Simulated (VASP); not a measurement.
**TiC: stress against strain**

TiC (rock salt, Fm-3m, 9.692 Å³/atom and stress up to 0.08 GPa in the relaxed cell, cube axes along x, y and z) under a strain ε along a cube axis (axis z), the other axes held. LDA in VASP (plane waves, PAW), 600 eV, 18×18×18 Γ-centred mesh, Methfessel-Paxton smearing 0.10 eV; ions are relaxed, or left where forces stay under 0.02 eV/Å, within the symmetry of each cell. Stress is positive for a compressed cell.

Here s stands for strain and y for stress zz.

| strain (%) | stress zz (GPa) |
|---|---|
| -3.00 | ? |
| -1.50 | 9.46 |
| -1.00 | 6.12 |
| -0.50 | 2.94 |
| 0.00 | -0.08 |
| 0.50 | -2.94 |
| 1.00 | -5.64 |
| 1.50 | -8.19 |

Fit y of the 7 rows that show it with a straight line. Means: s 0, y 0.239. About the means, the sum of products is -41.175 and the sum of squares of s is 7.0000; the slope is their ratio. Least squares gives y = 0.239 - 5.8821·s. Residuals (row less fit): 0.398, -0.001, -0.240, -0.319, -0.238, 0.003, 0.394; standard error 0.325 (degrees of freedom: 5). The slope gives the elastic constant C11 = about 590 GPa.

What does the fit predict for y at s = -3.00, and how far is the calculated value from it?

y = 0.239 - 5.8821 × (-3.0) = 17.885 GPa. The calculation gives 20.51 GPa, 2.625 GPa above the prediction (9.1 % of the range of y in the table). The row lies outside the fitted rows, so this is an extrapolation. From the scatter of the fitted rows alone, a prediction at this place has a standard error of 0.507 GPa, so the miss is 5.2 times that.

A polynomial of degree 2 through the 12 other runs of the series gives 20.42 there, so most of the miss is curvature that the fit leaves out. In a metal these values are sensitive to mesh and smearing; energies are taken to zero smearing, stresses follow the free energy. The runs aren't spin-polarised. Rows are the converged runs of the series near zero and its far end; series whose fitted rows scatter by over a few per cent of the range, as at a crossing or softening among them, aren't shown in this form, nor equations of state whose B0' disagrees with the runs' pressures. Most that stay on the fit to the last digits aren't either.
